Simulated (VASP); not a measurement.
All values below come from HSE06 screened hybrid, VASP's PBE PAW potentials (set 64) (plane waves; VASP).

VASP input:

POSCAR:
```
LiC64
1.0
  7.1465551590   0.0000000000   0.0000000000
  0.0000000000   7.1465551590   0.0000000000
  0.0000000000   0.0000000000   7.1465551590
C Li
64 1
Direct
  0.5016615976   0.9964044874   0.9987651800
  0.6324246016   0.1175116845   0.1221578468
  0.7534822458   0.2483307244   0.9987790114
  0.8767987651   0.3749032940   0.1250446848
  0.7526750669   0.9972848698   0.2497638110
  0.8762629915   0.1252451518   0.3749016196
  0.0014024046   0.0003489278   0.0020406814
  0.1274027178   0.1264031991   0.1268100705
  0.2566395867   0.2460310202   0.9978818495
  0.3994142772   0.3504111561   0.1013307890
  0.5038325686   0.4932461703   0.9979124350
  0.6235272027   0.6225038458   0.1268168966
  0.7496075842   0.7485561726   0.0020575078
  0.8738052892   0.8761688192   0.1264633651
  0.2501082626   0.9997288790   0.2504431885
  0.3757926861   0.1189947158   0.3745360380
  0.5114835131   0.2383754552   0.2356293328
  0.6308962937   0.3740935985   0.3744672613
  0.7502109941   0.4998061438   0.2504100245
  0.8733638226   0.6264676218   0.3765151078
  0.5000533014   0.9983361090   0.5009679049
  0.6256671164   0.1242787320   0.6246011225
  0.7516006581   0.2498967628   0.5009202332
  0.8740472114   0.3752785581   0.6281555854
  0.7508347069   0.9991058148   0.7505593768
  0.8776810725   0.1243934388   0.8753108502
  0.0010119225   0.4996307570   0.0015368276
  0.1190250338   0.6309108155   0.1278901125
  0.2503312079   0.7489137963   0.0015681119
  0.3750778987   0.8731084204   0.1250919616
  0.0003866886   0.2521926489   0.2500383952
  0.1148984082   0.3849586892   0.3786217707
  0.2174286311   0.5324810140   0.2720766415
  0.3649809096   0.6349707924   0.3786338527
  0.4977593090   0.7495019822   0.2500943046
  0.6247131560   0.8736924507   0.3749411755
  0.9997687624   0.0011317647   0.5007961976
  0.1251854395   0.1240894249   0.6267420568
  0.2482881910   0.2467093989   0.5047032955
  0.3756330476   0.3742234289   0.6282846199
  0.5031489792   0.5015833956   0.5046571095
  0.6257775447   0.6246873752   0.6266937091
  0.7487771234   0.7501812387   0.5008088031
  0.8749713853   0.8749661564   0.6258167120
  0.2511994076   0.9981700991   0.7502858579
  0.3756174380   0.1210903103   0.8732477588
  0.5016094940   0.2482764183   0.7505647291
  0.6287550390   0.3743089367   0.8732563149
  0.7516720027   0.4987391275   0.7502568438
  0.8754062036   0.6235639987   0.8766471505
  0.9959660216   0.7539741934   0.2502702828
  0.1234903701   0.8765318677   0.3765218756
  0.9958489775   0.5014000227   0.5049701527
  0.1242306619   0.6256954078   0.6281857678
  0.2485670206   0.7540315004   0.5049898009
  0.3746726005   0.8758158493   0.6282063825
  0.0013669126   0.2506075565   0.7517639635
  0.1273291639   0.3750657817   0.8776095257
  0.2500893486   0.4997726048   0.7533606662
  0.3748303317   0.6225192060   0.8776286096
  0.4993272628   0.7484664093   0.7517902006
  0.6255758910   0.8721991362   0.8753050470
  0.9999279362   0.7500399836   0.7526853632
  0.1264079029   0.8745242188   0.8766859103
  0.3689868363   0.3808504690   0.3436663652
```

### KPOINTS
```
K-points
0
gamma
  1 1 1
0 0 0
```

INCAR:
```
AEXX=0.25
ALGO=Normal
EDIFF=1E-5
ENCUT=400
GGA=PE
HFSCREEN=0.2
ISIF=0
ISMEAR=0
ISYM=0
LASPH=.True.
LCHARG=.False.
LHFCALC=.True.
LREAL=Auto
LWAVE=.False.
NELECT=258.0
NELM=50
NELMIN=4
PREC=Normal
PRECFOCK=Fast
SIGMA=0.05
SYSTEM=LiC64
```

POTCAR, in this order: C Li (PBE.64 set). Program: vasp_gam. Read from the step before: WAVECAR.

The cell is charged, with a uniform compensating background. The supercell is sampled at Γ alone, which is coarse: total energies, pressure and levels can be off, energies of defects by several tenths of an eV.

### Question
What does the run give for the energy per atom (σ→0), largest force?

### Answer

- energy per atom (σ→0): -10.028 eV/atom
- largest force: 0.406 eV/Å

**OSZICAR**
```
...
DAV:   3    -0.651850479834E+03    0.18646E-01   -0.25110E-02   366   0.442E-01    0.132E+00
DAV:   4    -0.651845909261E+03    0.45706E-02   -0.61063E-03   368   0.205E-01    0.708E-01
DAV:   5    -0.651844429622E+03    0.14796E-02   -0.10305E-03   360   0.903E-02    0.385E-01
DAV:   6    -0.651844014809E+03    0.41481E-03   -0.40276E-04   352   0.549E-02    0.203E-01
DAV:   7    -0.651843900882E+03    0.11393E-03   -0.78666E-05   374   0.250E-02    0.110E-01
DAV:   8    -0.651843865056E+03    0.35826E-04   -0.17700E-05   222   0.139E-02    0.611E-02
DAV:   9    -0.651843855311E+03    0.97458E-05   -0.89681E-06   200   0.990E-03
   1 F= -.65184386E+03 E0= -.65184386E+03  d E =-.100751E-10
```

The cell is a supercell with a defect, built from C (diamond): Li_i, charge -1. The cell's shape comes from a PBE relaxation. The run is not spin-polarised, so no state with unpaired spins was tried.
